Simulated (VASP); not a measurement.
Method: r2SCAN meta-GGA, VASP's PBE PAW potentials (set 64) (plane waves; VASP).

VASP input:

**INCAR**
```
ALGO = Normal
EDIFF = 1E-7
ENCUT = 520
ISIF = 2
ISMEAR = 0
LASPH = T
LCHARG = F
LMIXTAU = T
LREAL = F
LWAVE = F
METAGGA = R2SCAN
NELM = 100
PREC = Accurate
SIGMA = 0.05
SYSTEM = KMgF3
```

File KPOINTS:
```
Regular mesh
0
G
  6 6 6
0 0 0
```

File POSCAR:
```
KMgF3
8.0247140
  0.4999999751   0.0000000000   0.0000000000
  0.0000000000   0.4999999751   0.0000000000
  0.0000000000   0.0000000000   0.4999999751
K Mg F
1 1 3
direct
  0.0000000000   0.0000000000   0.0000000000
  0.5000000000   0.5000000000   0.5000000000
  0.5000000000   0.0000000000   0.5000000000
  0.0000000000   0.5000000000   0.5000000000
  0.5000000000   0.5000000000   0.0000000000
```

POTCAR, in this order: K_sv Mg F (PBE.64 set). Program: vasp_std.

Task: What does the run give for the energy per atom (σ→0), pressure, band gap (on the k-mesh)?

Result: 
```json
{
  "energy per atom (σ→0)": "-7.481 eV/atom",
  "band gap (on the k-mesh)": "8.09 eV",
  "pressure": "-2.36 GPa"
}
```

### OSZICAR
```
...
DAV:  19    -0.374044978219E+02    0.76987E-04   -0.10791E-05   900   0.344E-02    0.407E-02
DAV:  20    -0.374045574499E+02   -0.59628E-04   -0.37366E-05   904   0.540E-02    0.901E-03
DAV:  21    -0.374045726022E+02   -0.15152E-04   -0.81986E-06  1012   0.235E-02    0.604E-03
DAV:  22    -0.374045780359E+02   -0.54337E-05   -0.19526E-06  1148   0.137E-02    0.227E-03
DAV:  23    -0.374045794228E+02   -0.13869E-05   -0.13896E-06   880   0.124E-02    0.210E-03
DAV:  24    -0.374045793055E+02    0.11729E-06   -0.49630E-07   888   0.842E-03    0.181E-03
DAV:  25    -0.374045792950E+02    0.10576E-07   -0.19782E-07   564   0.562E-03
   1 F= -.37404579E+02 E0= -.37404579E+02  d E =-.404999E-21
```

The compound is KMgF3 in the cubic perovskite structure. This cell is one point of a volume scan, at 1.03 of the reference volume.
